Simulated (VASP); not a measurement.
ZnO (wurtzite): the bulk modulus from VASP (plane waves, PAW) at several levels of theory. Static lattice, third-order Birch-Murnaghan fit over five volumes.  The measured value holds thermal and zero-point effects that the static calculation lacks.

```
level         bulk modulus (GPa)  error against measurement
------------  ------------------  -------------------------
LDA                          161                    +12.6 %
PBE                          129                    -10.1 %
PBEsol                       145                     +1.1 %
RPBE                         115                    -19.3 %
AM05                         140                     -2.0 %
PBE-D3(BJ)                   136                     -5.2 %
PBE-D4                       136                     -5.1 %
optB88-vdW                   135                     -5.4 %
rev-vdW-DF2                  136                     -5.1 %
revTPSS                      136                     -5.2 %
SCAN                         154                     +7.4 %
r2SCAN                       150                     +4.7 %
r2SCAN+rVV10                 154                     +7.7 %
```

Measured: 143 GPa (as given by Cormac Toher et al., Physical Review Materials (2017), arXiv:1611.05714).

The cell of the LDA run:

```
CELL_PARAMETERS angstrom
      1.59855    -2.76877     0.00000
      1.59855     2.76877     0.00000
      0.00000     0.00000     5.16684
ATOMIC_POSITIONS crystal
  Zn 0.66667 0.33333 0.50177
  Zn 0.33333 0.66667 0.00177
  O  0.66667 0.33333 0.88023
  O  0.33333 0.66667 0.38023
```

Only levels that ran to the end are used. Left out are those held back, those with too coarse a band path, GW runs whose mesh misses a band edge, hybrids' fits of cells that aren't cubic and levels without matching references; a question may draw on a part of the rest.

The compound is ZnO in the wurtzite structure.
